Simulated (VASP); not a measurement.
Consider the following.

```
CELL_PARAMETERS angstrom
      0.00000     2.91148     2.91148
      2.91148     0.00000     2.91148
      2.91148     2.91148     0.00000
ATOMIC_POSITIONS crystal
  Eu 0.00000 0.00000 0.00000
  S  0.50000 0.50000 0.50000
```

The numbers are results of PBE GGA with D3 dispersion (zero damping), VASP's PBE PAW potentials (set 64) (plane waves; VASP 6.6.1), not measurements. Run with 520 eV cut-off, Gaussian smearing of 0.050 eV, potentials Eu_2 S.

The 4f electrons are frozen in the core of the lanthanide potential, so 4f levels, which can set the real gap, and their magnetism are missing.

**Question.** What does the run give for the band gap (along the path) with the smallest direct gap where there is one?

**Answer.** 
The band gap (along the path) is 1.94 eV and the smallest direct gap (along the path) is 2.36 eV.

The compound is EuS in the rock salt structure. It was relaxed first, which changed the volume by -7 %.
